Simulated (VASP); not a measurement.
The input files of a VASP run:

POSCAR:
```
TiO2
1
   -1.8733957811     1.8733957811     4.7358740078
    1.8733957811    -1.8733957811     4.7358740078
    1.8733957811     1.8733957811    -4.7358740078
Ti O
2 4
Direct
  0.7500000000   0.2500000000   0.5000000000
  0.0000000000   0.0000000000   0.0000000000
  0.5418114618   0.0418114618   0.5000000000
  0.7918114618   0.7918114618   1.0000000000
  0.2081885382   0.2081885382   1.0000000000
  0.9581885382   0.4581885382   0.5000000000
```

**INCAR**
```
ALGO  =  Normal
EDIFF  =  1E-6
EDIFFG  =  -0.02
ENCUT  =  520
IBRION  =  2
ISIF  =  3
ISMEAR  =  0
LASPH  =  T
LCHARG  =  F
LMAXMIX  =  4
LREAL  =  F
LWAVE  =  F
NELM  =  100
NSW  =  60
PREC  =  Accurate
SIGMA  =  0.05
SYSTEM  =  TiO2
```

### KPOINTS
```
kpoints
0
gamma
 8 8 8
0 0 0
```

POTCAR, in this order: Ti_sv O (LDA.64 set). Program: vasp_std.

Question: Write an equivalent input for Quantum ESPRESSO's pw.x.

Answer: One equivalent input (not run):
```
&CONTROL
  calculation = 'vc-relax'
  pseudo_dir = './pseudo'
  outdir = './out'
  tprnfor = .true.
  tstress = .true.
  nstep = 60
  forc_conv_thr = 0.00078
/
&SYSTEM
  ibrav = 0
  nat = 6
  ntyp = 2
  ecutwfc = 84
  occupations = 'smearing'
  smearing = 'gaussian'
  degauss = 0.003675
  input_dft = 'pz'
/
&ELECTRONS
  conv_thr = 7.3e-08
  electron_maxstep = 100
/
&IONS
/
&CELL
/
ATOMIC_SPECIES
  Ti 47.867 Ti.upf
  O 15.999 O.upf
CELL_PARAMETERS angstrom
    -1.8733958    1.8733958    4.7358740
     1.8733958   -1.8733958    4.7358740
     1.8733958    1.8733958   -4.7358740
ATOMIC_POSITIONS crystal
  Ti   0.7500000  0.2500000  0.5000000
  Ti   0.0000000  0.0000000  0.0000000
  O    0.5418115  0.0418115  0.5000000
  O    0.7918115  0.7918115  1.0000000
  O    0.2081885  0.2081885  1.0000000
  O    0.9581885  0.4581885  0.5000000
K_POINTS automatic
  8 8 8 0 0 0
```
What does not carry over: the potentials are each code's own (VASP's PAW set, PseudoDojo norm-conserving files in pw.x), so ENCUT and ecutwfc are chosen apart and not converted; conv_thr bounds pw.x's estimated SCF error, while EDIFF bounds the energy change between steps; forc_conv_thr acts on force components and is met together with etot_conv_thr.

The compound is TiO2 in the anatase structure, one of several forms; rutile is the usual stable one. This run relaxes it. Symmetry was kept, so distortions that lower it aren't found. The start is the result of an earlier pass.
